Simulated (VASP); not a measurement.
The system is CoS.

```xyz
2
Lattice="3.1098 0.0000 0.0000 0.0000 3.1098 0.0000 0.0000 0.0000 3.1098" Properties=species:S:1:pos:R:3 pbc="T T T"
Co    0.0000    0.0000    0.0000
S     1.5549    1.5549    1.5549
```

Measurements of this composition are mostly on another form, of space group No. 194.

Base run:

```yaml
Program: VASP 6.6.1
Functional: LDA
Potentials_or_basis: VASP PAW LDA potentials, release 64 (Co, S)
Cutoff: 520 eV
k_mesh: 6 × 6 × 6
Occupations: gaussian, width 0.05 eV
Spin: no spin polarisation
Hubbard_terms: Co d U = 6 eV
```

Its results: band gap on the k mesh none (metal or under the smearing width); pressure -31.0 GPa.

Problem. The run is repeated on the same cell with these changes: spin from no spin polarisation to collinear spin, random start; further incar settings from ALGO = Fast; EDIFF = 1e-06; NBANDS = 14 to ALGO = Fast; EDIFF = 1e-06. What comes out?

Solution. Band gap on the k mesh none (metal or under the smearing width); pressure -8.1 GPa; net moment -2.28 μB per cell; site moments Co -2.12; S -0.11 μB.

Caveats: a pressure of tens of GPa on the cell as given is suspect, and the run, the potentials or the cell itself is likely at fault (some runs); U without spin polarisation on a metal has little footing (some runs); a cell with one magnetic atom can't hold antiferromagnetic order, which such compounds often take (some runs).
